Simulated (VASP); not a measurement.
Computed with revTPSS meta-GGA, VASP's PBE PAW potentials (set 64) (plane waves; VASP 6.6.1).

Input for VASP

### POSCAR
```
Ba
1
   -2.5100000000     2.5100000000     2.5100000000
    2.5100000000    -2.5100000000     2.5100000000
    2.5100000000     2.5100000000    -2.5100000000
Ba
1
Direct
  0.0000000000   0.0000000000   0.0000000000
```

INCAR:
```
SYSTEM = Ba
PREC = Accurate
ENCUT = 520
EDIFF = 1E-6
NELM = 100
ALGO = Normal
LREAL = .FALSE.
LASPH = .TRUE.
ISMEAR = 1
SIGMA = 0.1
METAGGA = RTPSS
LMIXTAU = .TRUE.
LMAXMIX = 4
LWAVE = .FALSE.
LCHARG = .FALSE.
IBRION = 2
ISIF = 3
NSW = 60
EDIFFG = -0.01
```

**KPOINTS**
```
kpoints
0
gamma
9 9 9
0 0 0
```

POTCAR, in this order: Ba_sv (PBE.64 set). Program: vasp_std.

Problem. What will the output report for the number of irreducible k-points (NKPTS), largest plane-wave count, number of space-group operations, FFT grid (NGX, NGY, NGZ)?

Solution. 
```json
{
  "number of irreducible k-points (NKPTS)": "35",
  "largest_plane_wave_count": "1722",
  "number_of_space_group_operations": "48",
  "FFT grid (NGX, NGY, NGZ)": "32 × 32 × 32"
}
```

The compound is Ba in the bcc structure. This run relaxes it. Symmetry was kept, so distortions that lower it aren't found.
